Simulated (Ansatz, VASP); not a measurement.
Two plane-wave programs on Y2C5

```
Y C
1.0
     0.00000    3.69370    3.69370
     3.69370    0.00000    3.69370
     3.69370    3.69370    0.00000
Y C
2 5
Direct
  0.25000 0.25000 0.25000
  0.00000 0.00000 0.00000
  0.82299 0.53104 0.82299
  0.82299 0.82299 0.82299
  0.53104 0.82299 0.82299
  0.82299 0.82299 0.53104
  0.50000 0.50000 0.50000
```

Alike in both runs: functional PBE; k mesh 10 × 10 × 10; occupations gaussian, width 0.1 eV; no spin polarisation.

Ansatz relaxed the structure, and its values are those at the end. VASP's run is a single point on that final structure, the one shown.

|  | VASP | Ansatz |
| --- | --- | --- |
| version | VASP 6.6.1 | Ansatz 0.2.0 |
| potentials or method | VASP PAW PBE potentials, release 64 (Y_sv, C) | scalar-relativistic, plane waves, PAW |
| plane-wave cutoff (eV) | 520 | 420 |
| valence electrons in the cell | 42 | 42 |

```csv
,VASP,Ansatz,Ansatz less VASP
gap on the k mesh at the Fermi level (eV),none,none,-
pressure (GPa),0.1,0.0,-0.12
rms of the force components (eV/Å),0.071,0.001,-0.0697
```

A gap of «none» marks a metal or a gap that the smearing closes. The functional is the same, so the differences come from potentials, cutoffs and numerics.
